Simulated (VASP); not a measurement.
Energy against volume of NiAl (CsCl type). Level of theory: LDA (Ceperley-Alder, Perdew-Zunger), VASP's LDA PAW potentials (set 64) (plane waves; VASP). Run with 520 eV cut-off, 13×13×13 Γ-centred mesh, first-order Methfessel-Paxton smearing of 0.10 eV, potentials Al Ni.

| V (Å³/atom) | E (eV/atom) |
|---|---|
| 10.717 | -6.07605 |
| 11.059 | -6.09536 |
| 11.401 | -6.10075 |
| 11.743 | -6.09427 |

Problem. Fit these four points and predict the energy of the run at 12.085 Å³/atom.

Solution. A cubic in V^(−2/3), the third-order Birch-Murnaghan form, passes through the four points with V0 = 11.38 Å³/atom and B0 = 187 GPa, and gives -6.0777 eV/atom there. The run gave -6.0777 eV/atom, -0.0 meV/atom from the fit; all five points give B0 = 186 GPa.

The compound is NiAl in the CsCl type structure. It was relaxed first, which changed the volume by -6 %. The run is not spin-polarised, so no magnetic state was tried.
